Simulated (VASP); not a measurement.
All values below come from PBE GGA, VASP's PBE PAW potentials (set 64) (plane waves; VASP).

VASP input:

KPOINTS:
```
Automatic mesh
0
Gamma
9 9 9
0 0 0
```

**POSCAR**
```
NaF
1
    0.0000000000     2.3150000000     2.3150000000
    2.3150000000     0.0000000000     2.3150000000
    2.3150000000     2.3150000000     0.0000000000
Na F
1 1
Direct
  0.0000000000   0.0000000000   0.0000000000
  0.5000000000   0.5000000000   0.5000000000
```

INCAR:
```
! general
SYSTEM = NaF
PREC   = Accurate
ENCUT  = 520
LREAL  = F
LASPH  = T

! electronic loop
EDIFF  = 1E-6
NELM   = 100
ALGO   = Normal

! smearing
ISMEAR = 0
SIGMA  = 0.05

! functional
GGA    = PE

! ions
ISIF   = 2

! output
LWAVE  = F
LCHARG = F
```

POTCAR, in this order: Na_pv F (PBE.64 set). Program: vasp_std.

Output of the run:

**OUTCAR**
```
 ion  position               nearest neighbor table
   1  0.000  0.000  0.000-   2 2.31   2 2.31   2 2.31   2 2.31   2 2.31   2 2.31
   2  0.500  0.500  0.500-   1 2.31   1 2.31   1 2.31   1 2.31   1 2.31   1 2.31
  LATTYP: Found a face centered cubic cell.
 ALAT       =     4.6300000000
 Subroutine PRICEL returns:
 Original cell was already a primitive cell.
 Subroutine GETGRP returns: Found 48 space group operations
The static configuration has the point symmetry O_h .
The dynamic configuration has the point symmetry O_h .
 Subroutine INISYM returns: Found 48 space group operations
 Subroutine IBZKPT returns following result:
 Found     35 irreducible k-points:

 Following reciprocal coordinates:
            Coordinates               Weight
  0.000000  0.000000  0.000000      1.000000
  0.111111  0.000000  0.000000      8.000000
  0.222222  0.000000  0.000000      8.000000
  0.333333  0.000000  0.000000      8.000000
  0.444444  0.000000  0.000000      8.000000
  0.111111  0.111111  0.000000      6.000000
  0.222222  0.111111  0.000000     24.000000
  0.333333  0.111111  0.000000     24.000000
  0.444444  0.111111  0.000000     24.000000
 -0.444444  0.111111  0.000000     24.000000
 -0.333333  0.111111  0.000000     24.000000
 -0.222222  0.111111  0.000000     24.000000
 -0.111111  0.111111  0.000000     12.000000
  0.222222  0.222222  0.000000      6.000000
  0.333333  0.222222  0.000000     24.000000
  0.444444  0.222222  0.000000     24.000000
 -0.444444  0.222222  0.000000     24.000000
 -0.333333  0.222222  0.000000     24.000000
 -0.222222  0.222222  0.000000     12.000000
  0.333333  0.333333  0.000000      6.000000
  0.444444  0.333333  0.000000     24.000000
 -0.444444  0.333333  0.000000     24.000000
 -0.333333  0.333333  0.000000     12.000000
  0.444444  0.444444  0.000000      6.000000
...
```

**OSZICAR**
```
       N       E                     dE             d eps       ncg     rms          rms(c)
DAV:   1     0.108254703015E+03    0.10825E+03   -0.82805E+03   778   0.151E+03
DAV:   2    -0.330625672342E+01   -0.11156E+03   -0.10349E+03   812   0.361E+02
DAV:   3    -0.939161924560E+01   -0.60854E+01   -0.60621E+01   887   0.884E+01
DAV:   4    -0.945504447942E+01   -0.63425E-01   -0.63414E-01   839   0.933E+00
DAV:   5    -0.945570164475E+01   -0.65717E-03   -0.65716E-03   878   0.994E-01    0.542E+00
DAV:   6    -0.856836948697E+01    0.88733E+00   -0.38387E+00   934   0.188E+01    0.183E+00
DAV:   7    -0.855838676984E+01    0.99827E-02   -0.32202E-02   779   0.259E+00    0.104E+00
DAV:   8    -0.855975991100E+01   -0.13731E-02   -0.27942E-02   779   0.421E+00    0.120E-01
DAV:   9    -0.856061292230E+01   -0.85301E-03   -0.40728E-03   869   0.707E-01    0.888E-02
DAV:  10    -0.856051594915E+01    0.96973E-04   -0.59025E-04   818   0.363E-01    0.118E-02
DAV:  11    -0.856051392819E+01    0.20210E-05   -0.16904E-05   854   0.745E-02    0.332E-03
DAV:  12    -0.856051416085E+01   -0.23266E-06   -0.13315E-06   794   0.176E-02
   1 F= -.85605142E+01 E0= -.85605142E+01  d E =-.107581E-13
```

File OUTCAR:
```
------------------------ aborting loop because EDIFF is reached ----------------------------------------
  FORCE on cell =-STRESS in cart. coord.  units (eV):
  Direction    XX          YY          ZZ          XY          YZ          ZX
  --------------------------------------------------------------------------------------
  Total        0.3327786      0.3327786      0.3327786      0.0000000      0.0000000     -0.0000000
  in kB       21.4873556     21.4873556     21.4873556      0.0000000      0.0000000     -0.0000000
  external PRESSURE =      21.4873556 kB  Pullay stress =       0.0000000 kB
  volume of cell :       24.81
      direct lattice vectors                 reciprocal lattice vectors
     0.000000000  2.315000000  2.315000000    -0.215982721  0.215982721  0.215982721
     2.315000000  0.000000000  2.315000000     0.215982721 -0.215982721  0.215982721
     2.315000000  2.315000000  0.000000000     0.215982721  0.215982721 -0.215982721
  FREE ENERGIE OF THE ION-ELECTRON SYSTEM (eV)
  ---------------------------------------------------
  free  energy   TOTEN  =        -8.5605141609 eV

  energy  without entropy=       -8.5605141609  energy(sigma->0) =       -8.56051416
```
(Selected blocks of OUTCAR.)

The compound is NaF in the rock salt structure. The cell was not relaxed at this level.
